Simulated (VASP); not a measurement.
A VASP calculation is set up with these files.

### POSCAR
```
Si2Mo
1
    0.0000000000     3.0394870000     3.0394870000
    3.0394870000     0.0000000000     3.0394870000
    3.0394870000     3.0394870000     0.0000000000
Mo Si
1 2
Direct
  0.0000000000   0.0000000000   0.0000000000
  0.2500000000   0.2500000000   0.2500000000
  0.7500000000   0.7500000000   0.7500000000
```

File KPOINTS:
```
Automatic mesh
0
Gamma
7 7 7
0 0 0
```

**INCAR**
```
SYSTEM = Si2Mo
PREC = Accurate
ENCUT = 400
EDIFF = 1E-6
NELM = 100
ALGO = Normal
LREAL = .FALSE.
LASPH = .TRUE.
ISMEAR = 1
SIGMA = 0.1
GGA = PE
LMAXMIX = 4
LWAVE = .FALSE.
LCHARG = .FALSE.
ISIF = 2
LSORBIT = .TRUE.
MAGMOM = 0 0 0 0 0 0 0 0 0
GGA_COMPAT = .FALSE.
```

POTCAR, in this order: Mo_sv Si (PBE.64 set). Program: vasp_std.

Problem. Does this input run properly? What does VASP do?

Solution. There is a fault: LSORBIT needs the non-collinear program vasp_ncl. VASP stops with an error: ERROR: Noncollinear calculations require that VASP is compiled without the flag -DNGXhalf and-DNGZhalf. You probably tried to run a noncollinear calculation (LNONCOLLINEAR=T) with the executable vasp_std. Use vasp_ncl instead! ----> I REFUSE TO CONTINUE WITH THIS SICK JOB ... BYE!!! <----

standard output:
```
 POSCAR found type information on POSCAR MoSi
 POSCAR found :  2 types and       3 ions
 Reading from existing POTCAR

 -----------------------------------------------------------------------------
|                                                                             |
|     EEEEEEE  RRRRRR   RRRRRR   OOOOOOO  RRRRRR      ###     ###     ###     |
|     E        R     R  R     R  O     O  R     R     ###     ###     ###     |
|     E        R     R  R     R  O     O  R     R     ###     ###     ###     |
|     EEEEE    RRRRRR   RRRRRR   O     O  RRRRRR       #       #       #      |
|     E        R   R    R   R    O     O  R   R                               |
|     E        R    R   R    R   O     O  R    R      ###     ###     ###     |
|     EEEEEEE  R     R  R     R  OOOOOOO  R     R     ###     ###     ###     |
|                                                                             |
|     ERROR: Noncollinear calculations require that VASP is compiled          |
|     without the flag -DNGXhalf and-DNGZhalf.                                |
|     You probably tried to run a noncollinear calculation                    |
|     (LNONCOLLINEAR=T) with the executable vasp_std. Use vasp_ncl            |
|     instead!                                                                |
|                                                                             |
|       ---->  I REFUSE TO CONTINUE WITH THIS SICK JOB ... BYE!!! <----       |
|                                                                             |
 -----------------------------------------------------------------------------
```

To mend it, run vasp_ncl.

The mended run (PBE GGA with spin-orbit coupling, plane waves, VASP's PBE PAW potentials (set 64)) converges, and its OSZICAR ends with
```
   1 F= -.20641964E+02 E0= -.20641231E+02  d E =-.219849E-02  mag=     0.0000     0.0000    -0.0000
```

The structure was generated: Si2Mo was put into the fluorite type (Fm-3m), which need not be its known phase. The cell was not relaxed at this level.
